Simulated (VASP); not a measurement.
Here is the system:

```
MoP
1.0
    2.97315     0.00000     0.00000
    0.00000     2.97315     0.00000
    0.00000     0.00000     2.97315
Mo P
1 1
Cartesian
  0.00000   0.00000   0.00000
  1.48658   1.48658   1.48658
```

Calculation: PBEsol GGA, VASP's PBE PAW potentials (set 64) (plane waves; VASP). Run with 400 eV cut-off, Gaussian smearing of 0.050 eV, potentials Mo_sv P.

Question: What does the run give for the band gap (along the path) with the smallest direct gap where there is one?

Answer: 
The band gap (along the path) comes out as none (metal, semimetal or under 0.01 eV).

Only differences to runs with the same potentials and settings are physical.

The structure was generated: MoP was put into the CsCl type type (Pm-3m), which need not be its known phase. It was relaxed first, which changed the volume by -33 %. The electron count is odd and the run is not spin-polarised, which forces a metal.
